**Q:** If I squeeze a crystal of boron arsenide evenly from all sides, how far does its band gap move?

**A:** By a few thousandths of an electronvolt per gigapascal, with a sign that depends on which gap you measure. Near zero pressure, the indirect gap shrinks by about 5 meV/GPa, while the direct gap grows by about 9 meV/GPa. An indirect gap joins filled and empty states of different wave vector; a direct gap joins states of the same one.

VASP 6.6.1, HSE06 without spin-orbit coupling, for zinc-blende BAs (space group F-43m) in fixed two-atom cells of different volume. Recommended PBE PAW potentials, a plane-wave cutoff of 520 eV and a 6 × 6 × 6 k mesh were used; both gaps are taken from the points of this mesh only.

| volume (Å³/atom) | shortest distance (Å) | gap on mesh (eV) | direct gap on mesh (eV) |
| --- | --- | --- | --- |
| 12.351 | 2.002 | 1.883 | 4.270 |
| 12.758 | 2.024 | 1.910 | 4.222 |
| 13.165 | 2.045 | 1.936 | 4.178 |
| 13.572 | 2.066 | 1.960 | 4.137 |
| 13.626 | 2.069 | 1.963 | 4.132 |
| 13.979 | 2.086 | 1.983 | 4.098 |
| 14.386 | 2.106 | 2.004 | 4.061 |
| 14.794 | 2.126 | 2.024 | 4.026 |

The volume is per atom, and "gap on mesh" is the indirect gap. The rows run from about 17 GPa of compression to 11 GPa of tension. Each pressure coefficient is minus the slope of the gap against the logarithm of volume, divided by the bulk modulus of 148 GPa. The slopes come from least-squares parabolas through seven rows, and the bulk modulus from a cubic fit to their computed pressures.

**Q:** Which row did you leave out? The gaps seem to stall between 13.572 and 13.626 Å³.

**A:** I left out 13.626, because it comes from a separate calculation and I wanted to see whether it belongs with the others. It does: the parabolas reproduce both of its gaps to within about 0.001 eV. The apparent stall is only a short step in volume, 0.054 Å³ where the regular steps are about 0.41 Å³.

**Q:** Squeezing shortens the bonds. Shouldn't that widen both gaps?

**A:** That reasoning suits the direct gap. Both of its ends lie at Γ, the point of zero wave vector, and both are p-like triplets: the filled one is bonding, the empty one antibonding. When the atoms approach, their p orbitals couple more strongly and the two triplets move apart.

The indirect gap starts from the same filled triplet but ends elsewhere. Its empty state lies two thirds of the way from Γ to X, the zone boundary along a cubic axis. That state is not the antibonding partner of the valence top, so we must also ask how the kinetic energies of the two states differ.

**Q:** How can I see that difference without a full calculation?

**A:** Build each state from the plane waves that dominate it in a nearly free electron picture. Measure wave vectors in units of 2π/a, where a is the cubic edge; the kinetic energy is then proportional to the squared length. Both triplets at Γ come from waves of the type (1,1,1), with squared length 3. To lowest order their kinetic energies cancel in the direct gap and the crystal potential separates them; the filled triplet is expected to mix in some (2,0,0) waves as well, so the cancellation is only approximate.

The empty state towards X has wave vector (2/3,0,0). Adding reciprocal lattice vectors gives the waves (−4/3,0,0) and (−1/3,±1,±1), with squared lengths 16/9 and 19/9. The four filled bands are expected to take up the wave (2/3,0,0) itself, the (−4/3,0,0) wave and two combinations of the four (−1/3,±1,±1) waves, so the empty state should be built mainly from the last kind. Its squared length of 19/9 is below 3, so in this picture the state has less kinetic energy than the valence top. Compression raises all kinetic energies in the same proportion, which lifts the valence top further and so tends to close the indirect gap.

**Q:** Can free waves be trusted in a covalent crystal?

**A:** As a rough guide to the width of the valence band, yes. At 12.758 Å³, free waves would put the valence top 20.7 eV above the lowest valence level at Γ; the calculation gives 17.6 eV. The overall scale is therefore reasonable, but a gap is a small difference between large terms and is harder to predict.

**Q:** Then put numbers on the indirect gap.

**A:** Write it as a potential part minus w·T. Here T = (ħ²/2m)(2π/a)² is the kinetic unit, with m the electron mass, and w is how many of these units the kinetic energy of the empty state lies below that of the valence top. The dominant waves give w = 3 − 19/9 = 8/9; I also try w = 11/9, the value of the (−4/3,0,0) wave, to see how much the result depends on w. I assume that the potential part shrinks on expansion in the same ratio as the direct gap, 4.026/4.270 = 0.943 from the smallest cell to the largest.

Take w = 8/9. The cubic edge grows from 4.62 to 4.91 Å, so T falls from 7.04 to 6.24 eV. In the smallest cell the potential part must be 1.88 + (8/9)·7.04 = 8.14 eV to give the computed gap.

In the largest cell that part shrinks to 0.943·8.14 eV. Subtracting (8/9)·6.24 = 5.55 eV leaves a gap of 2.13 eV. The kinetic difference has shrunk by more than the potential part, so the gap has opened.

**Q:** How close is that to the full calculation?

**A:** The direction is right, but the effect is too large. With unrounded inputs the model opens the gap by 0.24 eV for w = 8/9 and by 0.38 eV for w = 11/9, against 0.14 eV in the table. The indirect gap of the smallest cell and the direct gaps served as input; the indirect gap of the largest cell did not.

If we drop the kinetic term and let the indirect gap scale like the direct one, it closes by 0.11 eV on expansion. The kinetic difference is therefore a possible reason for the opposite trends, but the agreement in sign does not prove it. The weakest step is the assumption that the potential acts on both gaps in the same proportion, and the sign depends on it: had the potential part shrunk like T, as the inverse square of the distance (a ratio of 0.887), the model would close the gap on expansion. For another state the assumption fails badly: the s-like empty singlet at Γ is also built from (1,1,1) waves, yet between 12.758 and 14.386 Å³ it comes 1.66 eV closer to the valence top, about ten times the shift of the empty triplet.

The model also misses L, the zone boundary along a body diagonal. The waves behind the lowest empty level there have squared length 11/4, so w = 1/4 and the model lets that level close in by less than 0.1 eV, yet over the same expansion it comes 0.77 eV closer to the valence top. The kinetic argument is therefore no general rule for empty states. It does better along the band that holds the minimum: one third of the way to X, where w = 5/9, the level comes 0.03 eV closer to the valence top, while at two thirds (w = 8/9) and at X (w = 1) it moves away. The shift rises with w, although the model places it too high and misses the sign at the first point.

**Q:** Does the empty state two thirds of the way to X mark the real conduction minimum?

**A:** Only approximately. The true minimum is known to lie between that point and X, so the printed indirect gap is an upper bound for this level of theory. The direction of the trend is safer than its size. Between 12.758 and 14.386 Å³, the energy from the valence top to the empty state rises by 0.09 eV at the mesh point and by 0.15 eV at X, where a second empty level just above the first rises by 0.11 eV. The two points on either side of the minimum thus move the same way, but at different rates. The pressure coefficient of the indirect gap given above belongs to the mesh point, and that of the true minimum may be somewhat larger in size.

**Q:** What should I look at first in a related semiconductor?

**A:** Find out which empty state ends the gap. Over the same two volumes in BAs, the antibonding triplet at Γ comes 0.16 eV closer to the valence top, but the s-like singlet comes 1.66 eV closer. In GaAs the direct gap ends on such a singlet, which is the main reason why it responds much more strongly to pressure than the direct gap of BAs; GaAs is also the softer crystal.

For BAs near equilibrium, a useful rule is that 1% more volume opens the indirect gap, as measured on this mesh, by about 8 meV and closes the direct gap by about 13 meV. Use it for uniform pressure. A film strained by growth on a cube face of its substrate also changes shape, which splits the valence triplet and separates the conduction minima along different cubic axes; those shifts must be added to the volume effect.
